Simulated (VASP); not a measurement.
Set up this calculation in VASP 6.6.1, as the native input.

```yaml
Task: band structure
Functional: TB-mBJ
Potentials_or_basis: VASP PAW PBE potentials, release 64 (Hf_pv, O)
Cutoff: 520 eV
k_mesh: 8 × 8 × 8
Occupations: gaussian, width 0.02 eV
Spin: no spin polarisation
Further_INCAR_settings: ALGO = Normal; EDIFF = 1e-06; NBANDS = 18
```

The system is HfO2.

```
Hf O
1.0
     0.00000    2.55750    2.55750
     2.55750    0.00000    2.55750
     2.55750    2.55750    0.00000
Hf O
1 2
Direct
  0.00000 0.00000 0.00000
  0.75000 0.75000 0.75000
  0.25000 0.25000 0.25000
```

Measurements of this composition are mostly on another form, of space group No. 14.

The input as run:

POSCAR

```
HfO2
1.0
    0.0000000000      2.5575000000      2.5575000000
    2.5575000000      0.0000000000      2.5575000000
    2.5575000000      2.5575000000      0.0000000000
Hf O
1 2
Direct
    0.0000000000      0.0000000000      0.0000000000
    0.7500000000      0.7500000000      0.7500000000
    0.2500000000      0.2500000000      0.2500000000
```

INCAR.step1

```
SYSTEM = HfO2
  ALGO = Normal
  EDIFF = 1E-5
  ENCUT = 520
  GGA = PE
  ISIF = 2
  ISMEAR = 0
  LASPH = .TRUE.
  LCHARG = .FALSE.
  LMAXMIX = 4
  LREAL = .FALSE.
  LWAVE = .TRUE.
  NBANDS = 18
  NELM = 100
  PREC = Accurate
  SIGMA = 0.02
```

INCAR.step2

```
SYSTEM = HfO2
  ALGO = Normal
  EDIFF = 1E-6
  ENCUT = 520
  ISIF = 2
  ISMEAR = 0
  ISTART = 1
  LASPH = .TRUE.
  LCHARG = .FALSE.
  LMAXMIX = 4
  LREAL = .FALSE.
  LWAVE = .FALSE.
  METAGGA = MBJ
  NBANDS = 18
  NELM = 100
  PREC = Accurate
  SIGMA = 0.02
```

KPOINTS

```
k-points
0
G
  8 8 8
  0 0 0
```

KPOINTS_OPT

```
path GXWKGLUWLK,UX
10
line-mode
reciprocal
 0.0000000000  0.0000000000  0.0000000000  G
 0.5000000000  0.0000000000  0.5000000000  X

 0.5000000000  0.0000000000  0.5000000000  X
 0.5000000000  0.2500000000  0.7500000000  W

 0.5000000000  0.2500000000  0.7500000000  W
 0.3750000000  0.3750000000  0.7500000000  K

 0.3750000000  0.3750000000  0.7500000000  K
 0.0000000000  0.0000000000  0.0000000000  G

 0.0000000000  0.0000000000  0.0000000000  G
 0.5000000000  0.5000000000  0.5000000000  L

 0.5000000000  0.5000000000  0.5000000000  L
 0.6250000000  0.2500000000  0.6250000000  U

 0.6250000000  0.2500000000  0.6250000000  U
 0.5000000000  0.2500000000  0.7500000000  W

 0.5000000000  0.2500000000  0.7500000000  W
 0.5000000000  0.5000000000  0.5000000000  L

 0.5000000000  0.5000000000  0.5000000000  L
 0.3750000000  0.3750000000  0.7500000000  K

 0.6250000000  0.2500000000  0.6250000000  U
 0.5000000000  0.0000000000  0.5000000000  X
```

Potentials or basis: VASP PAW PBE potentials, release 64 (Hf_pv, O).

Run with:

```bash
$ cat potpaw_PBE.64/Hf_pv/POTCAR potpaw_PBE.64/O/POTCAR > POTCAR
$ cp INCAR.step1 INCAR
$ mpirun -np 1 vasp_std > vasp.out
$ cp INCAR.step2 INCAR
$ mpirun -np 1 vasp_std > vasp.out
```

It gave:

```yaml
Band_gap_on_the_k_mesh: 5.66 eV, direct
Band_gap_along_the_path: 5.66 eV, direct
```

Caveat: spin-orbit coupling is left out, which moves the levels of the heavy elements.

Wall time 98 s on 1 thread of Intel(R) Xeon(R) Platinum 8488C (Sapphire Rapids), on a shared host, peak memory 0.18 GiB.
